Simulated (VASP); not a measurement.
Here is the system:

```
KI
1.0
    0.00000     3.60570     3.60570
    3.60570     0.00000     3.60570
    3.60570     3.60570     0.00000
K I
1 1
Cartesian
  0.00000   0.00000   0.00000
  3.60570   3.60570   3.60570
```

The numbers are results of PBE GGA, VASP's PBE PAW potentials (set 64) (plane waves; VASP), not measurements. Run with 400 eV cut-off, 6×6×6 Γ-centred mesh, first-order Methfessel-Paxton smearing of 0.30 eV, potentials K_sv I.

Unless said otherwise, spin-orbit coupling is left out, though it shifts the bands of the heavy elements here.

**Question.** Predict the energy per atom (σ→0), band gap (on the k-mesh) with the smallest direct gap where there is one.

**Answer.** 
```json
{
  "band gap (on the k-mesh)": "3.83 eV",
  "smallest direct gap (on the k-mesh)": "3.83 eV",
  "energy per atom (σ→0)": "-2.780 eV/atom"
}
```

Only differences to runs with the same potentials and settings are physical.

The compound is KI in the rock salt structure. The cell was not relaxed at this level. The run is one of a series of settings (ISMEAR = 1, SIGMA = 0.3 against the base run), some of them coarse on purpose.
